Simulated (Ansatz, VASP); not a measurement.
## C (Diamond): VASP beside Ansatz

One calculation is typed for both programs; each brings its own data sets. How far apart do they land? The cell is taken from a series of runs on this material, whose earlier steps may have relaxed, scaled, displaced or heated it; both programs get it as it stands.

Calculated with Ansatz 0.2.0; plane waves, with VASP 6.6.1 beside it; G0W0 gap at r2SCAN.

## Step 1: Set-up

The structure is cubic, space group Fd-3m (No. 227). Conventional cell: a = 3.567 Å, b = 3.567 Å, c = 3.567 Å, α = 90.00°, β = 90.00°, γ = 90.00°. Nearest to C lie 4 C at 1.54 Å.

## Step 2: Ansatz: G0W0 gap, r2SCAN

Ansatz runs on its PAW soft_1 files.

Quasiparticle shifts depend on high empty states and on the cores, so they are the hardest test of two PAW sets.

input.yaml

```yaml
crystal:
  lattice:
    - [0.0, 1.78337, 1.78337]
    - [1.78337, 0.0, 1.78337]
    - [1.78337, 1.78337, 0.0]
  atoms:
    - { symbol: C, position: [0.0, 0.0, 0.0] }
    - { symbol: C, position: [0.25, 0.25, 0.25] }
kpoints:
  mp_grid: { grid: [8, 8, 8] }
hamiltonian:
  xc: r2scan
  pseudopotentials: { kind: paw, azcp: { folder: soft_1 } }
scf:
  occupations: { method: fixed }
gw:
  n_empty_bands: 25
  ecut_chi: 100
  qp_bands: [v2, c2]
  qp_kpoints: band_edges
  screening: { model: contour_deformation }
```

On the command line:

```console
$ ansatz run input.yaml --threads 3 --pin off --max-ram 92160MiB --backend cuda --events-out ev --progress --plain --runs-dir out --devices 1 --max-vram 13GiB
```

Numbers of over 12 decimals in the logs are rounded to 6 here.

What it wrote:

```text
GPUs: using 1 of 1 available (devices: 1).
Engine: ansatz 0.2.0, x86_64-unknown-linux-gnu
Pseudopotentials: kind: paw
Pseudopotential: C, paw, valence charge 4, recommended cutoff 500 eV (meta_gga), soft_1/C.paw.azcp
Functional definition: r2SCAN
  parameter k0 = 0.174
  parameter k1 = 0.065
  parameter a1 = 4.9479
  exchange = r2scan_x(k0 = k0, k1 = k1, a1 = a1)
  correlation = r2scan_c
device memory: the entry about to start is reckoned to put 0.4 GiB on a device that reports 65.6 GiB free (of which the cap on the GPU budget leaves the run 13.0 GiB)
GPU FFT provider: cuFFT
GPU libraries: cuBLAS 13.8.2, cuFFT 12.4.0, cuSOLVER 12.3.4
Crystal: 2 atoms, lattice volume = 11.344 Å³
Basis set: ecut = 500 eV, 283 PW (Γ), exchange–correlation on 80×80×80 points (64 copies of the dense FFT grid, shifted against one another)
Bands: 8, of which v1, the nominal top of the filled ones, is band 4 counted from 1 (3 counted from 0)
Symmetry: 48 space group operations
Space group: Fd-3m (ITA 227), of the structure as read, at distance tolerance 2.2e-5 Å
k-points: 29 of 512
Non-local potential: C, projectors of the file, l = 0: 2, l = 1: 2, l = 2: 1
PAW form: soft (Blöchl's): semilocal exchange-correlation on the pseudo side does not see the compensation charge
PAW frozen core: C, regenerated for the run's functional (the file was generated under x = pbe(κ = 0.804, μ = 0.219515), c = pbe(β = 0.066725))
PAW one-centre angular grid: C, 302 points (default); XC on 219 of its mesh's 2255 points in the sphere
Initial density: superposition of atomic densities (chi_scale 0.1, normalization cell)
Initial wavefunctions: pseudopotential atomic-orbital guess
GPU buffer pool allocated for 8000 grid points (all kernels)
GPU transforms: local potential: pruned to the plane-wave sphere, on 18×20×20; band sums: pruned to the plane-wave sphere, on 20×20×20
Functional: x = r2scan, c = r2scan; τ floored in thin density (d = 2e-4 eV/Å³)
SCF iter   1: F=—  HF=-503.330673 eV  |F-HF|=—  |Δ(HF+E_count)|=         —  Δρ=1.36e-1  dr2=1.43e0  dr2_τ=4.70e-1  ethr=3.10e-3  ⟨swp⟩=4.0  Hψ=1411  notcnv=0  defer=39
preconditioner: auto → none  [insulator: Δε(μ)=4.817 eV  Ē_g=20.791 eV  n_scr=0 (ndim 8)  ℏωp=31.2 eV  f_vac=0.000  ε∞_Penn≈3.2]
SCF iter   2: F=—  HF=-503.105573 eV  |F-HF|=—  |Δ(HF+E_count)|=   2.25e-1  Δρ=5.85e-2  dr2=2.32e-1  dr2_τ=6.35e-3  ethr=3.10e-3  ⟨swp⟩=2.6  Hψ=648  notcnv=0  defer=42
SCF iter   3: F=—  HF=-503.104933 eV  |F-HF|=—  |Δ(HF+E_count)|=   6.40e-4  Δρ=5.92e-3  dr2=1.33e-3  dr2_τ=1.82e-4  ethr=2.89e-3  ⟨swp⟩=3.0  Hψ=416  notcnv=0  defer=48
SCF iter   4: F=—  HF=-503.105641 eV  |F-HF|=—  |Δ(HF+E_count)|=   7.08e-4  Δρ=5.99e-4  dr2=2.53e-5  dr2_τ=2.12e-6  ethr=1.66e-5  ⟨swp⟩=3.0  Hψ=409  notcnv=0  defer=56
SCF iter   5: F=-503.105634 eV  HF=-503.105634 eV  |F-HF|=1.51e-8  |Δ(HF+E_count)|=   6.38e-6  Δρ=1.71e-5  dr2=6.73e-9  dr2_τ=3.34e-9  ethr=1.25e-9  ⟨swp⟩=3.6  Hψ=1321  notcnv=0
SCF 1 converged in 5 iterations: F = -503.105634 eV  dr2 = 6.73e-9
  greatest PAW one-centre occupation: 0.659 electrons in one spin orbital (limit 2), on the C atom at site 0 (counted from 0), in its partial waves of l = 0
device memory: the entry about to start is reckoned to put 0.5 GiB on a device that reports 66.8 GiB free (of which the cap on the GPU budget leaves the run 13.0 GiB)
NSCF: frozen V_eff on 29 k-points, pencils in batches of 32, up to order 32
the band table was solved once the SCF had ended and its energy, with any forces and stress, was formed, with the checks that follow a solve (1733 applications of the Hamiltonian). They found nothing against the state; the energy, forces and stress were not computed again (output.eigenvalues in the input reference)
device memory: the entry about to start is reckoned to put 0.5 GiB on a device that reports 66.9 GiB free (of which the cap on the GPU budget leaves the run 13.0 GiB)
NSCF: frozen V_eff on 29 k-points, pencils in batches of 32, up to order 136
G₀W₀ screening: q 1/29
[... further progress lines ...]
SCF converged after 5 iterations
Free energy (F): -503.105634 eV
Harris-Foulkes:  -503.105634 eV  (|F-HF|=1.51e-8)
Internal energy: -503.105634 eV  (E = F + TS)
E sigma→0 (E₀):  -503.105634 eV
Fermi energy:    13.319499 eV
--- Per-component energies (eV) ---
  E_band       = 30.485506
  E_kinetic    = 179.634262
  E_local      = -109.438465  (includes V_loc(G=0)·N_el)
  E_nonlocal   = 45.098955
  E_hartree    = 26.395304
  E_xc         = -93.874745
  E_vxc        = -129.054757  (∫ρ·V_xc dr)
  E_paw        = -202.910041  (= ΣΔE_a)
  E_vpaw       = -15.324799  (= ΣTr[D̂ρ^β])
  E_aug_tail   = 0.000007  (compensation charges beyond the density's cutoff)
  E_vtau       = 6.779596  (kinetic-family band-sum trace: ∫τ·v_τ [+ j·A + Jᵃ·Aᵃ] dr)
  E_ewald      = -347.961363
  E_core_change = -0.049548  (= ΣΔE_core)
  E_smearing   = -0.000000  (= −TS)
  E_closure    = -0.000000  (closes the sum)
  Σ components = -503.105634   (vs F -503.105634, Δ=0.00e0)
--- Band table (eV; the first three rows and the last of 29) ---
  k-point 0: bands = ["-9.3607", "13.3195", "13.3195", "13.3195", "19.1973", "19.1973", "19.1973", "27.0472"]
  k-point 1: bands = ["-8.9096", "10.7438", "12.6263", "12.6263", "20.1099", "20.1099", "20.5478", "27.5140"]
  k-point 2: bands = ["-7.5711", "6.3269", "11.4661", "11.4661", "21.5327", "21.5327", "21.7996", "28.7018"]
  k-point 28: bands = ["0.5182", "0.5182", "4.6193", "4.6193", "24.5868", "24.5868", "26.2207", "26.2207"]
--- G₀W₀: contour deformation, 6 samples at zero and on the imaginary axis and 2 off it, 512 q-points, 25 empty bands' worth ---
  eigenvalues of the whole cell's RPA ε∞ on this k-mesh (on a slab, of 1 + 4πα/V) = 5.5467, 5.5467, 5.5467; static W/v taken at q = 0 is 0.180289
  bands read: the sum over 29 bands ends inside a degenerate multiplet in 4 slots, whose members it reads at an even weight; the widest, k=2: bands 29 to 30 (counted from 1) at 1/2 each
  gw.qp_kpoints: band_edges: 12 of 29 stored k-points solved, in 1 pass; an edge of the gap read off the rows below is read off those points alone
    valence top: of the k-points left out ik 11 came nearest to being solved in a further pass, in band 4 (counted from 1, as in the quasiparticle table): it holds the edge there only if its correction is more favourable than any solved in that band by at least 0.807 eV; those differ by 0.374 eV
    conduction bottom: of the k-points left out ik 18 came nearest to being solved in a further pass, in band 5 (counted from 1, as in the quasiparticle table): it holds the edge there only if its correction is more favourable than any solved in that band by at least 0.797 eV; those differ by 0.518 eV
    ik  band        ε_KS         Σx   Σc(E_QP)       V_xc       Z   E_QP_lin       E_QP  E_QP is
     0     3     13.3195   -20.0917     2.1260   -17.7487  0.8385    13.1024    13.1025  root
     0     4     13.3195   -20.0917     2.1260   -17.7487  0.8385    13.1024    13.1025  root
     0     5     19.1973   -10.2060    -4.5970   -16.0363  0.8389    20.4368    20.4306  root
     0     6     19.1973   -10.2060    -4.5970   -16.0363  0.8389    20.4368    20.4306  root
     1     3     12.6263   -20.0773     2.2603   -17.5872  0.8367    12.3964    12.3966  root
     1     4     12.6263   -20.0773     2.2603   -17.5872  0.8367    12.3964    12.3966  root
     1     5     20.1099   -10.1386    -4.8113   -16.1951  0.8358    21.3619    21.3551  root
     1     6     20.1099   -10.1386    -4.8113   -16.1951  0.8358    21.3619    21.3551  root
     2     3     11.4661   -20.3538     2.6122   -17.4597  0.8329    11.1839    11.1843  root
     2     4     11.4661   -20.3538     2.6122   -17.4597  0.8329    11.1839    11.1843  root
     2     5     21.5327    -9.6378    -5.2336   -16.1303  0.8313    22.8000    22.7917  root
     2     6     21.5327    -9.6378    -5.2336   -16.1303  0.8313    22.8000    22.7917  root
     3     3     10.6361   -20.6555     2.8967   -17.4331  0.8298    10.3099    10.3104  root
     3     4     10.6361   -20.6555     2.8967   -17.4331  0.8298    10.3099    10.3104  root
     3     5     22.1600    -9.0790    -5.3878   -15.6843  0.8317    23.3856    23.3776  root
     3     6     22.1600    -9.0790    -5.3878   -15.6843  0.8317    23.3856    23.3776  root
     4     3     10.3469   -20.7723     2.9978   -17.4334  0.8286    10.0053    10.0058  root
     4     4     10.3469   -20.7723     2.9978   -17.4334  0.8286    10.0053    10.0058  root
     4     5     22.2353    -8.8660    -5.3889   -15.4448  0.8331    23.4328    23.4252  root
     4     6     22.2353    -8.8660    -5.3889   -15.4448  0.8331    23.4328    23.4252  root
     5     3     11.4923   -20.0251     2.4753   -17.2849  0.8337    11.2272    11.2275  root
     5     4     11.8741   -20.8302     2.6012   -17.9490  0.8330    11.5938    11.5941  root
     5     5     18.7641   -10.1254    -4.5376   -15.8041  0.8411    19.9102    19.9051  root
     5     6     21.5577   -10.1350    -5.1070   -16.5012  0.8305    22.8252    22.8170  root
[...]
27     3      5.6332   -20.9846     4.0800   -16.3666  0.8065     5.0931     5.0952  root
    27     4      5.6332   -20.9846     4.0800   -16.3666  0.8065     5.0931     5.0952  root
    27     5     20.5584    -8.7869    -5.0068   -14.6315  0.8425    21.3995    21.3962  root
    27     6     20.5584    -8.7869    -5.0068   -14.6315  0.8425    21.3995    21.3962  root
    28     3      4.6193   -20.7342     4.2926   -15.8505  0.7992     4.0253     4.0283  root
    28     4      4.6193   -20.7342     4.2926   -15.8505  0.7992     4.0253     4.0283  root
    28     5     24.5868    -7.6548    -5.7131   -14.1818  0.8275    25.4051    25.4007  root
    28     6     24.5868    -7.6548    -5.7131   -14.1818  0.8275    25.4051    25.4007  root
```

(Part 1 of 2 ends here.)

[Lines on the potential files, build, host, timing and source positions are cut from VASP's logs without a mark.]

[Logs are printed without paths, hosts, clocks, repeated set-up lines and the standing remarks that a program may print on its own settings, such as how far it seeks lower states.]

[Hosts, paths, dates, database ids (printed as entryN), source tags and the programs' standing remarks are cut or masked in the printed files.]
